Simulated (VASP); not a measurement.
RbCl (rock salt):

```
RbCl
1.0
    0.00000     3.29000     3.29000
    3.29000     0.00000     3.29000
    3.29000     3.29000     0.00000
Rb Cl
1 1
Direct
  0.00000   0.00000   0.00000
  0.50000   0.50000   0.50000
```

The lowest empty band near Γ, direction [111], from PBE with spin-orbit coupling in VASP (PAW); its two spin partners are averaged. The gap over the points computed is 4.95 eV, and the next band on that side lies 2.99 eV away at the edge.

Run with 400 eV cut-off, 8×8×8 Γ-centred mesh, Gaussian smearing of 0.050 eV, potentials Rb_sv Cl.

```json
[
 {"distance from the edge in k (1/Å)": "0.025", "distance in energy (meV)": "5.5"},
 {"distance from the edge in k (1/Å)": "0.035", "distance in energy (meV)": "10.9"},
 {"distance from the edge in k (1/Å)": "0.050", "distance in energy (meV)": "22.3"},
 {"distance from the edge in k (1/Å)": "0.070", "distance in energy (meV)": "43.5"}
]
```

### Question
Fit E(1 + αE) = ħ²k²/2m* (ħ²/2m0 = 3.810 eV Å²) and predict the row at 0.095 1/Å.

### Answer
The rows don't resolve α, so a parabola serves: the electron mass is m* = 0.429 m0, and so 80.2 meV. The run gave 79.8 meV, -0.4 meV from the fit.

Left out are points under 3 meV from the edge, since the levels carry 0.1 meV, and points farther than half the way to the next band.

The compound is RbCl in the rock salt structure. The cell was not relaxed at this level.
